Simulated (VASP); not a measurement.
These are PBE GGA with D3 dispersion (Becke-Johnson damping), VASP's PBE PAW potentials (set 64) (plane waves; VASP 6.6.1) values and carry that method's errors.

Input for VASP

POSCAR:
```
CsPbCl3
1
    5.6647961155     0.0000000000     0.0000000000
    0.0000000000     5.6647961155     0.0000000000
    0.0000000000     0.0000000000     5.6647961155
Cs Pb Cl
1 1 3
Direct
  0.0000000000   0.0000000000   0.0000000000
  0.5000000000   0.5000000000   0.5000000000
  0.5000000000   0.0000000000   0.5000000000
  0.0000000000   0.5000000000   0.5000000000
  0.5000000000   0.5000000000   0.0000000000
```

INCAR:
```
PREC=Accurate
LREAL=.FALSE.
ENCUT=520
LASPH=.TRUE.
SIGMA=0.05   ! width (eV)
EDIFF=1E-7   ! SCF stop (eV)
ISIF=2   ! forces and stress, cell fixed
LWAVE=.FALSE.
SYSTEM=CsPbCl3
ISMEAR=0
NELM=100
LMAXMIX=4
GGA=PE
ALGO=Normal
IVDW=12   ! D3, Becke-Johnson
LCHARG=.FALSE.
```

**KPOINTS**
```
Automatic mesh
0
G
 4 4 4
```

POTCAR, in this order: Cs_sv Pb_d Cl (PBE.64 set). Program: vasp_std.

The resulting files:

File OSZICAR:
```
       N       E                     dE             d eps       ncg     rms          rms(c)
DAV:   1     0.425496417733E+03    0.42550E+03   -0.19508E+04   520   0.154E+03
DAV:   2     0.331997811798E+02   -0.39230E+03   -0.38414E+03   642   0.351E+02
DAV:   3    -0.162588556336E+02   -0.49459E+02   -0.49209E+02   598   0.132E+02
DAV:   4    -0.183937280464E+02   -0.21349E+01   -0.21290E+01   712   0.354E+01
DAV:   5    -0.184403530433E+02   -0.46625E-01   -0.46590E-01   684   0.422E+00    0.515E+00
DAV:   6    -0.175569593938E+02    0.88339E+00   -0.18648E+00   692   0.144E+01    0.343E+00
DAV:   7    -0.175150285225E+02    0.41931E-01   -0.71758E-01   778   0.506E+00    0.189E+00
DAV:   8    -0.175296081234E+02   -0.14580E-01   -0.93115E-02   750   0.262E+00    0.292E-01
DAV:   9    -0.175274089900E+02    0.21991E-02   -0.23926E-02   748   0.123E+00    0.136E-01
DAV:  10    -0.175280771862E+02   -0.66820E-03   -0.23345E-03   618   0.310E-01    0.468E-02
DAV:  11    -0.175281582456E+02   -0.81059E-04   -0.17629E-04   700   0.112E-01    0.146E-02
DAV:  12    -0.175281608275E+02   -0.25819E-05   -0.30811E-05   696   0.717E-02    0.765E-03
DAV:  13    -0.175281602106E+02    0.61689E-06   -0.30278E-06   668   0.119E-02    0.202E-03
DAV:  14    -0.175281602338E+02   -0.23218E-07   -0.55359E-07   630   0.715E-03
   1 F= -.18499453E+02 E0= -.18499453E+02  d E =-.799029E-15
```

**OUTCAR**
```
------------------------ aborting loop because EDIFF is reached ----------------------------------------
 Edisp (eV)   -0.97129
  FORCE on cell =-STRESS in cart. coord.  units (eV):
  Direction    XX          YY          ZZ          XY          YZ          ZX
  --------------------------------------------------------------------------------------
  Total       0.08875     0.08875     0.08875    -0.00000    -0.00000     0.00000
  in kB       0.78219     0.78219     0.78219    -0.00000    -0.00000     0.00000
  external pressure =        0.78 kB  Pullay stress =        0.00 kB
  volume of cell :      181.78
      direct lattice vectors                 reciprocal lattice vectors
     5.664796115  0.000000000  0.000000000     0.176528860  0.000000000  0.000000000
     0.000000000  5.664796115  0.000000000     0.000000000  0.176528860  0.000000000
     0.000000000  0.000000000  5.664796115     0.000000000  0.000000000  0.176528860
 POSITION                                       TOTAL-FORCE (eV/Angst)
 -----------------------------------------------------------------------------------
      0.00000      0.00000      0.00000         0.000000      0.000000      0.000000
      2.83240      2.83240      2.83240         0.000000      0.000000      0.000000
      2.83240      0.00000      2.83240         0.000000      0.000000      0.000000
      0.00000      2.83240      2.83240         0.000000      0.000000      0.000000
      2.83240      2.83240      0.00000         0.000000      0.000000      0.000000
 -----------------------------------------------------------------------------------
    total drift:                                0.000000     -0.000000     -0.000000
  FREE ENERGIE OF THE ION-ELECTRON SYSTEM (eV)
  ---------------------------------------------------
  free  energy   TOTEN  =       -18.4994534325 eV

  energy  without entropy=      -18.4994534325  energy(sigma->0) =      -18.49945343
```
(Selected blocks of OUTCAR.)

The compound is CsPbCl3 in the cubic perovskite structure, the ideal cubic form; the compound distorts at low or room temperature. It was relaxed first.
